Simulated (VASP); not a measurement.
Space group F-43m (No. 216); a = 3.617 Å, b = 3.617 Å, c = 3.617 Å, α = 90.00°, β = 90.00°, γ = 90.00°

| atom | site | symmetry | x | y | z |
|---|---|---|---|---|---|
| B | 4a | -43m | 0.0000 | 0.0000 | 0.0000 |
| N | 4d | -43m | 0.7500 | 0.7500 | 0.7500 |
(The calculation used a cell of 2 atoms; values per cell refer to that cell.)

The numbers are results of PBE GGA with D3 dispersion (zero damping), VASP's PBE PAW potentials (set 64) (plane waves; VASP), not measurements. Run with 520 eV cut-off, 12×12×12 Γ-centred mesh, Gaussian smearing of 0.050 eV, potentials B N.

Question: Give the energy at these volumes per atom, relative to the lowest: 5.56, 5.73, 5.91, 6.09, 6.26 Å³.

Answer: 28.3, 6.9, 0.0, 5.7, 22.5 meV/atom. A third-order Birch-Murnaghan fit gives B0 = 379 GPa and B0′ = 3.6.

Measured: bulk modulus 410 GPa at 0 K (computed value off by -7.6 %), as given by Daniel Mejia-Rodriguez et al., Physical Review B (2018), arXiv:1807.09216 [0 K value with the zero-point phonon effect removed]; a 3.593 Å at 0 K (computed value off by +0.7 %), as given by Tamar Goldzak et al., The Journal of Chemical Physics (2022), arXiv:2208.04865 [corrected for zero-point motion].

The compound is BN in the zinc blende structure. It was relaxed first.
